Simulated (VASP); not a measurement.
Here is the system:

```yaml
crystal:
  lattice:
    - [0.00000, 1.81272, 1.81272]
    - [1.81272, 0.00000, 1.81272]
    - [1.81272, 1.81272, 0.00000]
  atoms:
    - { symbol: B, position: [0.00000, 0.00000, 0.00000] }
    - { symbol: N, position: [0.25000, 0.25000, 0.25000] }
```

All values below come from PBE GGA, VASP's PBE PAW potentials (set 64) (plane waves; VASP). Settings: 520 eV cut-off, Gaussian smearing of 0.050 eV, potentials B N.

Problem. Estimate the band gap (along the path) with the smallest direct gap where there is one.

Solution. 
```
Quantity                               Result
------------------------------------  -------
band gap (along the path)             4.45 eV
smallest direct gap (along the path)  8.78 eV
```

Only differences to runs with the same potentials and settings are physical.

The compound is BN in the zinc blende structure. It was relaxed first.
